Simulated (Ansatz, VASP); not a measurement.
## One calculation of Al3Pd, two programs

```xyz
4
Lattice="2.9420 0.0000 0.0000 -1.4710 2.5478 0.0000 0.0000 0.0000 9.2204" Properties=species:S:1:pos:R:3 pbc="T T T"
Al    1.4710    0.8493    0.0000
Al    1.4710    0.8493    6.5937
Al    1.4710    0.8493    2.6267
Pd    0.0000    0.0000    4.6102
```

Alike in both runs: task relaxation of cell and atoms; functional PBE; k mesh 18 × 18 × 6; occupations gaussian, width 0.1 eV; no spin polarisation.

|  | VASP | Ansatz |
| --- | --- | --- |
| version | VASP 6.6.1 | Ansatz 0.2.0 |
| potentials or method | VASP PAW PBE potentials, release 64 (Al, Pd) | scalar-relativistic, plane waves, PAW |
| plane-wave cutoff (eV) | 600 | 420 |
| valence electrons in the cell | 19 | 27 |

Ansatz gave:

```
gap on the k mesh at the Fermi level, each at its own relaxed structure (eV) : none
relaxed volume (Å³/atom)                                                     : 17.21
relaxed cell length with the largest relative difference (Å)                 : 2.924
```

What did VASP give for the same quantities?

gap on the k mesh at the Fermi level, each at its own relaxed structure (eV): none; relaxed volume (Å³/atom): 17.22; relaxed cell length with the largest relative difference (Å): 2.925.

A gap of «none» marks a metal or a gap that the smearing closes. The two sets of potentials don't hold the same shells in valence.
